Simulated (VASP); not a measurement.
CaCd₂P₂ (space group P-3m1): the band gap from VASP (plane waves, PAW) at several levels of theory. Gaps are without spin-orbit coupling. Each level names its cell: its own relaxed one, PBE's, or the starting one. A gap is the smallest over the k-mesh and a band path; hybrids may have named points in place of the path, and GW has the mesh alone.

```
level             band gap (eV)
----------------  -------------
LDA (own cell)             0.94
HSE06 (PBE cell)           1.60
```

The cell of the LDA (own cell) run:

```yaml
crystal:
  lattice:
    - [4.20215, 0.00000, 0.00000]
    - [-2.10107, 3.63917, 0.00000]
    - [0.00000, 0.00000, 6.82827]
  atoms:
    - { symbol: Ca, position: [0.00000, 0.00000, 0.00000] }
    - { symbol: Cd, position: [0.33333, 0.66667, 0.63830] }
    - { symbol: Cd, position: [0.66667, 0.33333, 0.36170] }
    - { symbol: P, position: [0.66667, 0.33333, 0.76354] }
    - { symbol: P, position: [0.33333, 0.66667, 0.23646] }
```

Only levels that ran to the end are used. Left out are those held back, those with too coarse a band path, GW runs whose mesh misses a band edge, hybrids' fits of cells that aren't cubic and levels without matching references; a question may draw on a part of the rest.

The structure comes from a computed database's CaCd2P2 entry (P-3m1); how it stands against other phases isn't given here.
